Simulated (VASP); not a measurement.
All values below come from PBE GGA, VASP's PBE PAW potentials (set 64) (plane waves; VASP).

VASP input:

### KPOINTS
```
Regular mesh
0
Gamma
  8 8 8
```

### INCAR
```
ALGO = Normal
EDIFF = 1E-7
ENCUT = 480
GGA = PE
ISIF = 2
ISMEAR = 0
LASPH = T
LCHARG = F
LMAXMIX = 4
LREAL = F
LWAVE = F
NELM = 100
PREC = Accurate
SIGMA = 0.05
SYSTEM = Sr
```

POSCAR:
```
Sr
6.0184570
  0.0000000000   0.4999999592   0.4999999592
  0.4999999592   0.0000000000   0.4999999592
  0.4999999592   0.4999999592   0.0000000000
Sr
1
Cart
  0.0000000000   0.0000000000   0.0000000000
```

POTCAR, in this order: Sr_sv (PBE.64 set). Program: vasp_std.

Output of the run:

File OSZICAR:
```
       N       E                     dE             d eps       ncg     rms          rms(c)
DAV:   1     0.370460036102E+02    0.37046E+02   -0.47789E+03   522   0.912E+02
DAV:   2     0.143093465226E-01   -0.37032E+02   -0.36721E+02   585   0.165E+02
DAV:   3    -0.159287495397E+01   -0.16072E+01   -0.15908E+01   803   0.279E+01
DAV:   4    -0.164185876649E+01   -0.48984E-01   -0.48972E-01   784   0.441E+00
DAV:   5    -0.164224371161E+01   -0.38495E-03   -0.38491E-03   826   0.288E-01    0.110E+01
DAV:   6    -0.164277994272E+01   -0.53623E-03   -0.61918E-03   653   0.109E+00    0.624E+00
DAV:   7    -0.164307634157E+01   -0.29640E-03   -0.11039E-02   580   0.144E+00    0.287E-01
DAV:   8    -0.164307454391E+01    0.17977E-05   -0.18786E-03   788   0.262E-01    0.125E-01
DAV:   9    -0.164309106985E+01   -0.16526E-04   -0.21954E-05   726   0.539E-02    0.368E-02
DAV:  10    -0.164310575382E+01   -0.14684E-04   -0.11071E-05   603   0.355E-02    0.400E-02
DAV:  11    -0.164310499653E+01    0.75730E-06   -0.65785E-07   739   0.836E-03    0.127E-02
DAV:  12    -0.164310423064E+01    0.76588E-06   -0.30678E-07   642   0.487E-03    0.508E-03
DAV:  13    -0.164310434244E+01   -0.11180E-06   -0.11669E-08   337   0.119E-03    0.266E-04
DAV:  14    -0.164310436007E+01   -0.17627E-07   -0.27038E-09   311   0.385E-04
   1 F= -.16431044E+01 E0= -.16425377E+01  d E =-.113335E-02
```

OUTCAR:
```
------------------------ aborting loop because EDIFF is reached ----------------------------------------
  FORCE on cell =-STRESS in cart. coord.  units (eV):
  Direction    XX          YY          ZZ          XY          YZ          ZX
  --------------------------------------------------------------------------------------
  Total       -0.0005528     -0.0005528     -0.0005528     -0.0000000     -0.0000000     -0.0000000
  in kB       -0.0162507     -0.0162507     -0.0162507     -0.0000000     -0.0000000     -0.0000000
  external PRESSURE =      -0.0162507 kB  Pullay stress =       0.0000000 kB
  volume of cell :       54.50
      direct lattice vectors                 reciprocal lattice vectors
     0.000000000  3.009228254  3.009228254    -0.166155558  0.166155558  0.166155558
     3.009228254  0.000000000  3.009228254     0.166155558 -0.166155558  0.166155558
     3.009228254  3.009228254  0.000000000     0.166155558  0.166155558 -0.166155558
 POSITION                                       TOTAL-FORCE (eV/Angst)
 -----------------------------------------------------------------------------------
      0.00000      0.00000      0.00000         0.000000      0.000000      0.000000
 -----------------------------------------------------------------------------------
    total drift:                               -0.000000     -0.000000     -0.000000
  FREE ENERGIE OF THE ION-ELECTRON SYSTEM (eV)
  ---------------------------------------------------
  free  energy   TOTEN  =        -1.6431043601 eV

  energy  without entropy=       -1.6419710057  energy(sigma->0) =       -1.64253768
```
(Selected blocks of OUTCAR.)

The compound is Sr in the fcc structure. It was relaxed first.
